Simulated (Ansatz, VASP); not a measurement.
# TiGe: VASP beside Ansatz

Wanted: the spread between two codes on one cell, functional and k mesh. The cell is invented: As first built, before any earlier steps moved the atoms (in the runner's words): it takes the ZrC structure with all of its atoms replaced by other elements, volume scaled by an estimate. It may not be a known or stable phase. The cell is taken from a series of VASP runs on this material, whose earlier steps may have relaxed, scaled or displaced it; both programs get it as it stands. Other levels of theory on this material are compared in a session of their own.

Calculated with Ansatz 0.2.0; plane waves, with VASP 6.6.1 beside it; band structure at PBE, band structure at PBEsol and band structure at PBE, spin-orbit coupling.

## Step 1: Set-up

Symmetry: Fm-3m, No. 225, cubic system. The conventional cell has a = 5.188 Å, b = 5.188 Å, c = 5.188 Å, α = 90.00°, β = 90.00°, γ = 90.00°. Ge has 6 Ti at 2.59 Å nearest. Ti has 6 Ge at 2.59 Å nearest. As first built, before any earlier steps moved the atoms (in the runner's words): sites of the ZrC structure (space group 225) filled with other elements, volume scaled by an estimate. Farther neighbours are not listed.

## Step 2: VASP: band structure, PBE

A single point gives forces, pressure and levels at one fixed geometry, so differences don't come from the geometry; what else differs is listed under the comparison.

Lines of VASP's logs that name or quote its potential files are left out, and so is its time.

INCAR reads:

```
SYSTEM = TiGe
PREC = Accurate
ENCUT = 410
EDIFF = 1E-06
NELM = 100
ISMEAR = 0
SIGMA = 0.02
LREAL = .FALSE.
ALGO = Normal
GGA = PE
LORBIT = 11
LWAVE = .FALSE.
LCHARG = .FALSE.
KPAR = 4
```

POSCAR reads:

```
TiGe
1.0
    0.0000000000      2.5938850660      2.5938850660
    2.5938850660      0.0000000000      2.5938850660
    2.5938850660      2.5938850660      0.0000000000
Ge Ti
1 1
Direct
    0.0000000000      0.0000000000      0.0000000000
    0.5000000000      0.5000000000      0.5000000000
```

KPOINTS reads:

```
Automatic mesh
0
Gamma
5 5 5
0 0 0
```

KPOINTS_OPT reads:

```
Line mode
16
Line-mode
Reciprocal
  0.00000000   0.00000000   0.00000000 GAMMA
  0.50000000   0.00000000   0.50000000 X

  0.50000000   0.00000000   0.50000000 X
  0.50000000   0.25000000   0.75000000 W

  0.50000000   0.25000000   0.75000000 W
  0.37500000   0.37500000   0.75000000 K

  0.37500000   0.37500000   0.75000000 K
  0.00000000   0.00000000   0.00000000 GAMMA

  0.00000000   0.00000000   0.00000000 GAMMA
  0.50000000   0.50000000   0.50000000 L

  0.50000000   0.50000000   0.50000000 L
  0.62500000   0.25000000   0.62500000 U

  0.62500000   0.25000000   0.62500000 U
  0.50000000   0.25000000   0.75000000 W

  0.50000000   0.25000000   0.75000000 W
  0.50000000   0.50000000   0.50000000 L

  0.50000000   0.50000000   0.50000000 L
  0.37500000   0.37500000   0.75000000 K

  0.62500000   0.25000000   0.62500000 U
  0.50000000   0.00000000   0.50000000 X
```

PAW data sets: Ge_d and Ti_sv (PBE family, release 64).

Command:

```
$ mpirun -np 4 vasp_std
```

Numbers of over 12 decimals in the logs are rounded to 6 here.

What it wrote:

```text
[banner, memory and clock lines left out]
running    4 mpi-ranks, on    1 nodes
 distrk:  each k-point on    1 cores,    4 groups
 distr:  one band on    1 cores,    1 groups

 POSCAR found type information on POSCAR GeTi
 POSCAR found :  2 types and       2 ions
 LDA part: xc-table for (Slater+PW92), standard interpolation
 POSCAR, INCAR and KPOINTS ok, starting setup
 FFT: planning ... GRIDC
 FFT: planning ... GRID_SOFT
 FFT: planning ... GRID
 WAVECAR not read
 entering main loop
       N       E                     dE             d eps       ncg     rms          rms(c)
DAV:   1     0.182014218189E+03    0.18201E+03   -0.12785E+04   340   0.303E+03
DAV:   2     0.886253866159E+01   -0.17315E+03   -0.17182E+03   340   0.498E+02
DAV:   3    -0.145582310470E+02   -0.23421E+02   -0.23245E+02   566   0.145E+02
DAV:   4    -0.156049906817E+02   -0.10468E+01   -0.10411E+01   419   0.261E+01
DAV:   5    -0.156413799709E+02   -0.36389E-01   -0.36386E-01   538   0.395E+00    0.112E+01
DAV:   6    -0.135332159275E+02    0.21082E+01   -0.20315E+01   378   0.380E+01    0.406E+00
DAV:   7    -0.132748872267E+02    0.25833E+00   -0.30873E+00   380   0.175E+01    0.229E+00
DAV:   8    -0.132784010754E+02   -0.35138E-02   -0.37214E-01   402   0.636E+00    0.976E-01
DAV:   9    -0.132668323628E+02    0.11569E-01   -0.93660E-02   391   0.308E+00    0.195E-01
DAV:  10    -0.132674825406E+02   -0.65018E-03   -0.60109E-03   417   0.905E-01    0.145E-01
DAV:  11    -0.132673315145E+02    0.15103E-03   -0.85760E-04   402   0.261E-01    0.329E-02
DAV:  12    -0.132673380316E+02   -0.65171E-05   -0.29658E-05   371   0.509E-02    0.408E-03
DAV:  13    -0.132673380612E+02   -0.29544E-07   -0.19745E-06   342   0.142E-02
   1 F= -.13267338E+02 E0= -.13266907E+02  d E =-.862865E-03
 Start KPOINTS_OPT (optional k-point list driver)
k-point batch [1-10\160]
       N       E                     dE             ncg
DAV:   1    -0.181025879020E+04   -0.39499E+04      340
DAV:   2    -0.355282327732E+04   -0.17426E+04      356
DAV:   3    -0.376404835042E+04   -0.21123E+03      542
DAV:   4    -0.377696138869E+04   -0.12913E+02      429
DAV:   5    -0.377729866245E+04   -0.33727E+00      453
DAV:   6    -0.377730319849E+04   -0.45360E-02      431
DAV:   7    -0.377730335225E+04   -0.15377E-03      454
DAV:   8    -0.377730335784E+04   -0.55883E-05      415
DAV:   9    -0.377730335790E+04   -0.61858E-07      230
[...]
k-point batch [151-160\160]
       N       E                     dE             ncg
DAV:   1    -0.196873415373E+04   -0.10950E+05      357
DAV:   2    -0.359249131429E+04   -0.16238E+04      340
DAV:   3    -0.380070296501E+04   -0.20821E+03      505
DAV:   4    -0.381122213225E+04   -0.10519E+02      501
DAV:   5    -0.381162131021E+04   -0.39918E+00      512
DAV:   6    -0.381162520933E+04   -0.38991E-02      494
DAV:   7    -0.381162535030E+04   -0.14097E-03      576
DAV:   8    -0.381162535190E+04   -0.16060E-05      477
DAV:   9    -0.381162535194E+04   -0.38071E-07      360
```

OUTCAR, selected parts (step 2):

```text
ion  position               nearest neighbor table
   1  0.000  0.000  0.000-   2 2.59   2 2.59   2 2.59   2 2.59   2 2.59   2 2.59
   2  0.500  0.500  0.500-   1 2.59   1 2.59   1 2.59   1 2.59   1 2.59   1 2.59

  LATTYP: Found a face centered cubic cell.
 ALAT       =     5.1877701320

 Subroutine GETGRP returns: Found 48 space group operations
 (whereof 48 operations were pure point group operations)

The static configuration has the point symmetry O_h .

 Found     10 irreducible k-points:

   k-points           NKPTS =     10   k-points in BZ     NKDIM =     10   number of bands    NBANDS=     17

   dimension x,y,z NGX =    24 NGY =   24 NGZ =   24
   dimension x,y,z NGXF=    48 NGYF=   48 NGZF=   48

   ENCUT  =  410.0 eV  30.13 Ry    5.49 a.u.   6.06  6.06  6.06*2*pi/ulx,y,z

   NELECT =      26.0000    total number of electrons

 k-points in reciprocal lattice and weights: Automatic mesh
   0.00000000  0.00000000  0.00000000       0.008
   0.20000000  0.00000000  0.00000000       0.064
   0.40000000  0.00000000  0.00000000       0.064
   0.20000000  0.20000000  0.00000000       0.048
   0.40000000  0.20000000  0.00000000       0.192
  -0.40000000  0.20000000  0.00000000       0.192
  -0.20000000  0.20000000  0.00000000       0.096
   0.40000000  0.40000000  0.00000000       0.048
  -0.40000000  0.40000000  0.00000000       0.096
  -0.40000000  0.40000000  0.20000000       0.192

 average (electrostatic) potential at core
       1 -70.8646       2 -73.5134

 E-fermi :   7.6960

 k-point     1 :       0.0000    0.0000    0.0000
  band No.  band energies     occupation
    ...
      6     -16.2573      2.00000
      7     -16.2171      2.00000
      8     -16.2171      2.00000
      9     -16.2171      2.00000
     10      -3.1497      2.00000
     11       7.7597      0.00001
     12       7.7597      0.00001
     13       7.7597      0.00001
     14       8.1903      0.00000
     15       8.1903      0.00000
    ...

 k-point     2 :       0.2000    0.0000    0.0000
  band No.  band energies     occupation
    ...
      9     -16.2130      2.00000
     10      -2.5102      2.00000
     11       6.2874      2.00000
     12       7.0078      2.00000
     13       7.0078      2.00000
     14       8.2128      0.00000
     15       8.2128      0.00000
     16       9.8251      0.00000
     17      12.3586      0.00000

 k-point     3 :       0.4000    0.0000    0.0000
  band No.  band energies     occupation
    ...
      9     -16.2057      2.00000
     10      -0.8944      2.00000
     11       3.3275      2.00000
     12       6.0087      2.00000
     13       6.0087      2.00000
     14       8.9237      0.00000
     15       8.9237      0.00000
     16       9.7083      0.00000
     17      13.5346      0.00000

  Total       -0.0301614     -0.0301614     -0.0301614     -0.0000000      0.0000000      0.0000000
  in kB       -1.3844579     -1.3844579     -1.3844579     -0.0000000      0.0000000      0.0000000
  external PRESSURE =      -1.3844579 kB  Pullay stress =       0.0000000 kB

  energy-cutoff  :      410.00
  volume of cell :       34.90
      direct lattice vectors                 reciprocal lattice vectors
     0.000000000  2.593885066  2.593885066    -0.192761047  0.192761047  0.192761047
     2.593885066  0.000000000  2.593885066     0.192761047 -0.192761047  0.192761047
     2.593885066  2.593885066  0.000000000     0.192761047  0.192761047 -0.192761047

 POSITION                                       TOTAL-FORCE (eV/Angst)
 -----------------------------------------------------------------------------------
      0.00000      0.00000      0.00000         0.000000      0.000000      0.000000
      2.59389      2.59389      2.59389         0.000000      0.000000      0.000000
 -----------------------------------------------------------------------------------
    total drift:                                0.000000     -0.000000      0.000000

  FREE ENERGIE OF THE ION-ELECTRON SYSTEM (eV)
  ---------------------------------------------------
  free  energy   TOTEN  =       -13.2673380612 eV

  energy  without entropy=      -13.2664751966  energy(sigma->0) =      -13.26690663

 total charge
# of ion       s       p       d       tot
------------------------------------------
    1        1.163   1.363  10.007  12.533
    2        2.156   6.109   1.970  10.235
--------------------------------------------------
tot          3.320   7.472  11.977  22.769

[... 3 further parts left out ...]
```

The run ends at a pressure of -0.14 GPa.

## Step 3: Ansatz: band structure, PBE

Ansatz runs on its default PAW (the set named soft_2) files.

The same cell, functional, mesh and smearing now go to Ansatz, which takes its cutoff from its data sets.

input.yaml reads:

```yaml
crystal:
  lattice:
    - [0.0, 2.593885066, 2.593885066]
    - [2.593885066, 0.0, 2.593885066]
    - [2.593885066, 2.593885066, 0.0]
  atoms:
    - { symbol: Ge, position: [0.0, 0.0, 0.0] }
    - { symbol: Ti, position: [0.5, 0.5, 0.5] }
hamiltonian:
  xc: pbe
  pseudopotentials: { kind: paw }
kpoints:
  mp_grid: { grid: [5, 5, 5] }
  band_path:
    path:
      - [0.0, 0.0, 0.0]
      - [0.16667, 0.0, 0.16667]
      - [0.33333, 0.0, 0.33333]
      - [0.5, 0.0, 0.5]
      - [0.5, 0.08333, 0.58333]
      - [0.5, 0.18333, 0.68333]
      - [0.5, 0.25, 0.75]
      - [0.45, 0.3, 0.75]
      - [0.40833, 0.34167, 0.75]
      - [0.35, 0.35, 0.7]
      - [0.225, 0.225, 0.45]
      - [0.075, 0.075, 0.15]
      - [0.03333, 0.03333, 0.03333]
      - [0.23333, 0.23333, 0.23333]
      - [0.4, 0.4, 0.4]
      - [0.51667, 0.46667, 0.51667]
      - [0.55833, 0.38333, 0.55833]
      - [0.60833, 0.28333, 0.60833]
      - [0.60833, 0.25, 0.64167]
      - [0.55833, 0.25, 0.69167]
      - [0.51667, 0.25, 0.73333]
      - [0.5, 0.3, 0.7]
      - [0.5, 0.38333, 0.61667]
      - [0.5, 0.48333, 0.51667]
      - [0.475, 0.475, 0.55]
      - [0.425, 0.425, 0.65]
      - [0.38333, 0.38333, 0.73333]
      - [0.59167, 0.18333, 0.59167]
      - [0.55, 0.1, 0.55]
      - [0.5, 0.0, 0.5]
    npoints: 1
scf:
  occupations: { method: gaussian, width: 0.02 }
  n_extra_bands: 7
output:
  forces: true
  stress: true
  eigenvalues: true
```

Command:

```
$ ansatz run input.yaml --threads 2 --pin off --max-ram 4608MiB --backend cpu --events-out ev --progress --plain --runs-dir out
```

What it wrote:

```text
scf.n_extra_bands = 7 over 13 filled bands (N_el = 26.0): the run solves 20 bands
Engine: ansatz 0.2.0, aarch64-unknown-linux-gnu
Pseudopotentials: kind: paw
Pseudopotential: Ge, paw, valence charge 14, recommended cutoff 420 eV (normal), Ge.paw.azcp
Pseudopotential: Ti, paw, valence charge 12, recommended cutoff 420 eV (normal), Ti.paw.azcp
Functional definition: PBE
  parameter kappa = 0.804
  parameter beta = 0.066725
  exchange = pbe_x(kappa = kappa, mu = beta*pi^2/3)
  correlation = pbe_c(beta = beta)
Crystal: 2 atoms, lattice volume = 34.905 Å³
Basis set: ecut = 420 eV, 701 PW (Γ), exchange–correlation on 50×50×50 points (8 copies of the dense FFT grid, shifted against one another)
Bands: 20, of which v1, the nominal top of the filled ones, is band 13 counted from 1 (12 counted from 0)
Symmetry: 48 space group operations
Space group: Fm-3m (ITA 225), of the structure as read, at distance tolerance 3.3e-5 Å
k-points: 10 of 125
Non-local potential: Ge, projectors of the file, l = 0: 2, l = 1: 2, l = 2: 3, l = 3: 1
Non-local potential: Ti, projectors of the file, l = 0: 3, l = 1: 2, l = 2: 3, l = 3: 1
PAW form: soft (Blöchl's): semilocal exchange-correlation on the pseudo side does not see the compensation charge
PAW one-centre angular grid: Ge, 590 points (default); XC on 64 Gauss nodes
PAW one-centre angular grid: Ti, 590 points (default); XC on 64 Gauss nodes
Initial density: superposition of atomic densities (neutral atoms: chi_scale 0, normalization atom), corrected by the library's trained network
Initial wavefunctions: pseudopotential atomic-orbital guess
Functional: x = pbe(κ = 0.804, μ = 0.219515), c = pbe(β = 0.066725)
SCF iter   1: F=—  HF=-6795.576514 eV  |F-HF|=—  |Δ(HF+E_count)|=         —  Δρ=4.27e-3  dr2=6.32e-3  ethr=1.77e-3  ⟨swp⟩=5.6  Hψ=852  notcnv=0
preconditioner: auto → none  [insulator: Δε(μ)=0.194 eV  Ē_g=19.244 eV  σ=0.020 eV  W_gap=0.75  n_scr=14 (ndim 8)  ℏωp=26.7 eV  f_vac=0.000  D(μ)=4.31/eV (n_scr^D=58)  ε∞_Penn≈2.9]
SCF iter   2: F=—  HF=-6795.575659 eV  |F-HF|=—  |Δ(HF+E_count)|=   8.55e-4  Δρ=2.24e-3  dr2=1.46e-3  ethr=2.43e-5  ⟨swp⟩=2.3  Hψ=350  notcnv=0  defer=18
SCF iter   3: F=—  HF=-6795.575664 eV  |F-HF|=—  |Δ(HF+E_count)|=   5.55e-6  Δρ=7.69e-4  dr2=1.60e-4  ethr=5.61e-6  ⟨swp⟩=2.0  Hψ=310  notcnv=0  defer=18
SCF iter   4: F=—  HF=-6795.575532 eV  |F-HF|=—  |Δ(HF+E_count)|=   1.32e-4  Δρ=1.49e-4  dr2=3.35e-6  ethr=6.17e-7  ⟨swp⟩=2.0  Hψ=266  notcnv=0  defer=18
SCF iter   5: F=—  HF=-6795.575524 eV  |F-HF|=—  |Δ(HF+E_count)|=   8.38e-6  Δρ=4.78e-5  dr2=5.02e-7  ethr=1.29e-8  ⟨swp⟩=2.0  Hψ=271  notcnv=0  defer=18
SCF iter   6: F=—  HF=-6795.575523 eV  |F-HF|=—  |Δ(HF+E_count)|=   5.78e-7  Δρ=1.44e-5  dr2=4.51e-8  ethr=3.85e-10  ⟨swp⟩=7.0  Hψ=851  notcnv=0
SCF iter   7: F=-6795.575523 eV  HF=-6795.575523 eV  |F-HF|=1.66e-9  |Δ(HF+E_count)|=   5.54e-8  Δρ=1.76e-6  dr2=6.14e-10  ethr=1.73e-10  ⟨swp⟩=3.9  Hψ=554  notcnv=0
SCF 1 converged in 7 iterations: F = -6795.575523 eV  dr2 = 6.14e-10
  greatest PAW one-centre occupation: 0.999 electrons in one spin orbital (limit 2), on the Ti atom at site 1 (counted from 0), in its partial waves of l = 0
NSCF: frozen V_eff on 30 k-points
SCF converged after 7 iterations
Free energy (F): -6795.575523 eV
Harris-Foulkes:  -6795.575523 eV  (|F-HF|=1.66e-9)
Internal energy: -6795.574661 eV  (E = F + TS)
E sigma→0 (E₀):  -6795.575092 eV
Entropy (-TS):   -0.000863 eV (-0.431 meV/atom)
Fermi energy:    12.496687 eV
--- Per-component energies (eV) ---
  E_band       = -259.287237
  E_kinetic    = 385.095428
  E_local      = -2989.133990  (includes V_loc(G=0)·N_el)
  E_nonlocal   = 426.646781
  E_hartree    = 1294.546905
  E_xc         = -174.190644
  E_vxc        = -188.105834  (∫ρ·V_xc dr)
  E_paw        = -3066.932493  (= ΣΔE_a)
  E_vpaw       = -482.885449  (= ΣTr[D̂ρ^β])
  E_aug_tail   = 0.000338  (compensation charges beyond the density's cutoff)
  E_ewald      = -2671.606986
  E_smearing   = -0.000863  (= −TS)
  E_closure    = 0.000000  (closes the sum)
  Σ components = -6795.575523   (vs F -6795.575523, Δ=0.00e0)
--- Forces (eV/Å), atoms counted from 1 ---
  atom   1  Ge    -0.00000000    -0.00000000     0.00000000
  atom   2  Ti     0.00000000    -0.00000000     0.00000000
  max |Σ_I F_I| component: 7.90e-29 eV/Å
--- Stress (GPa, compression-positive) ---
        0.242176      -0.000000       0.000000
       -0.000000       0.242176      -0.000000
        0.000000       0.000000       0.242176
  P = ⅓ Tr σ = 0.2422 GPa (2.422 kbar)
--- Band table (eV; the first three rows and the last of 10) ---
  k-point 0: bands = [... 9 lower, 1.6394, 12.5642, 12.5642, 12.5642, 12.9887, 12.9887, 15.6598, 15.6598, ... 3 higher]
  k-point 1: bands = [... 9 lower, 2.2814, 11.0873, 11.8066, 11.8066, 13.0170, 13.0170, 14.6289, 17.1602, ... 3 higher]
  k-point 2: bands = [... 9 lower, 3.9040, 8.1217, 10.8062, 10.8062, 13.7310, 13.7310, 14.5153, 18.3282, ... 3 higher]
  k-point 9: bands = [... 9 lower, 4.4630, 8.9528, 9.9448, 10.8081, 13.6446, 14.0800, 14.6843, 14.7423, ... 3 higher]
```

Elapsed: 1.5 s, on 2 threads of Arm Neoverse N1, shared host; peak memory 0.28 GiB; 2.4 s of CPU time.

## Step 4: Comparison

Known differences besides the potentials themselves: the cutoff is 420 eV in Ansatz and 410 eV in VASP; VASP leaves aspherical gradient terms in its spheres out (LASPH is not set), Ansatz keeps them. Total energies have different zeros and are not compared.

Compared:

```tsv
quantity	Ansatz	VASP	difference
pressure (GPa)	0.24	-0.14	+0.38
```

Levels from 3 eV below to 2 eV above the Fermi level differ by 4 meV r.m.s. and 10 meV at most; each VASP level is matched to the nearest of Ansatz, which flatters the figure a little.

## Step 5: Ansatz: band structure, PBEsol

With cell and atoms fixed, the geometry can't cause a difference; cores, projectors, grids and the points listed under the comparison can.

The cell is taken from a series of VASP runs on this material, whose earlier steps may have relaxed, scaled or displaced it; both programs get it as it stands.

Edit input.yaml of step 3 so:

```diff
@@ -9,3 +9,3 @@
 hamiltonian:
-  xc: pbe
+  xc: pbesol
   pseudopotentials: { kind: paw }
```

What it wrote:

```text
[...]
Crystal: 2 atoms, lattice volume = 34.905 Å³
Basis set: ecut = 420 eV, 701 PW (Γ), exchange–correlation on 50×50×50 points (8 copies of the dense FFT grid, shifted against one another)
Bands: 20, of which v1, the nominal top of the filled ones, is band 13 counted from 1 (12 counted from 0)
Symmetry: 48 space group operations
[...]
k-points: 10 of 125
[...]
k-point 0: bands = [... 9 lower, 1.4964, 12.4027, 12.4027, 12.4027, 12.8691, 12.8691, 15.5239, 15.5239, ... 3 higher]
  k-point 1: bands = [... 9 lower, 2.1396, 10.9319, 11.6714, 11.6714, 12.8669, 12.8669, 14.4781, 17.0326, ... 3 higher]
  k-point 2: bands = [... 9 lower, 3.7659, 7.9689, 10.6710, 10.6710, 13.5808, 13.5808, 14.3584, 18.1682, ... 3 higher]
  k-point 9: bands = [... 9 lower, 4.3252, 8.8059, 9.7944, 10.6723, 13.4891, 13.9283, 14.5352, 14.6142, ... 3 higher]
[key lines of the parts left out:]
SCF converged after 6 iterations
Free energy (F): -6728.423415 eV
Fermi energy:    12.353261 eV
P = ⅓ Tr σ = -4.2079 GPa (-42.079 kbar)
```

Elapsed: 1.5 s, on 2 threads; peak memory 0.28 GiB; 2.4 s of CPU time.

[end of part 1 of 2]

[Lines on the potential files, build, host, timing and source positions are cut from VASP's logs without a mark.]

[Logs are printed without paths, hosts, clocks, repeated set-up lines and the standing remarks that a program may print on its own settings, such as how far it seeks lower states.]

[Hosts, paths, dates, database ids (printed as entryN), source tags and the programs' standing remarks are cut or masked in the printed files.]
